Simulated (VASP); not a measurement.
The input files of a VASP run:

File POSCAR:
```
Ti3Ge
1.0
  0.0000000000   3.1351871596   3.1351871596
  3.1351871596   0.0000000000   3.1351871596
  3.1351871596   3.1351871596   0.0000000000
Ge Ti
1 3
Cart
  0.0000000000   0.0000000000   0.0000000000
  3.1351871596   3.1351871596   3.1351871596
  1.5675935798   1.5675935798   1.5675935798
  4.7027807394   4.7027807394   4.7027807394
```

**INCAR**
```
SYSTEM = Ti3Ge
ISMEAR = 1
PREC = Accurate
ENCUT = 400   ! plane-wave cut-off (eV)
LCHARG = F
IBRION = 2
LWAVE = F
LASPH = T   ! aspherical one-centre terms
LREAL = F   ! projection in real space or not
SIGMA = 0.1
EDIFF = 1E-6   ! SCF stop (eV)
ALGO = Normal   ! blocked Davidson
NSW = 60
EDIFFG = -0.02
GGA = PS   ! PBEsol
NELM = 100   ! most electronic steps
LMAXMIX = 4
ISIF = 3   ! ions, shape and volume
```

KPOINTS:
```
Automatic mesh
0
Gamma
8 8 8
0 0 0
```

POTCAR, in this order: Ge_d Ti_sv (PBE.64 set). Program: vasp_std.

**Question.** Translate this PBEsol calculation to Ansatz.

**Answer.** One equivalent input (not run):
Ansatz 0.2 input:
```yaml
crystal:
  lattice:
    - [0.0000000, 3.1351872, 3.1351872]
    - [3.1351872, 0.0000000, 3.1351872]
    - [3.1351872, 3.1351872, 0.0000000]
  atoms:
    - { symbol: Ge, position: [0.0000000, 0.0000000, 0.0000000] }
    - { symbol: Ti, position: [0.5000000, 0.5000000, 0.5000000] }
    - { symbol: Ti, position: [0.2500000, 0.2500000, 0.2500000] }
    - { symbol: Ti, position: [0.7500000, 0.7500000, 0.7500000] }
kpoints:
  mp_grid: { grid: [8, 8, 8] }
hamiltonian:
  xc: pbesol
  pseudopotentials: { kind: paw }
scf:
  occupations: { method: methfessel_paxton, width: 0.1 }
  max_iter: 100
relax:
  max_steps: 60
  f_tol: 0.02
  cell: {}
output: { forces: true, stress: true, eigenvalues: true }
```
The two are equivalent in intent, not identical: each code has its own PAW files, so the cut-off isn't converted (ENCUT is set for VASP's; basis.ecutwfc is left out, and Ansatz then takes the one that its files recommend); Ansatz stops its SCF on the density residual and VASP on the energy change (EDIFF).

The structure was generated: Ti3Ge was put into the D03 type (Fm-3m), which need not be its known phase. This run relaxes it. Symmetry was kept, so distortions that lower it aren't found. The start is the result of an earlier pass.
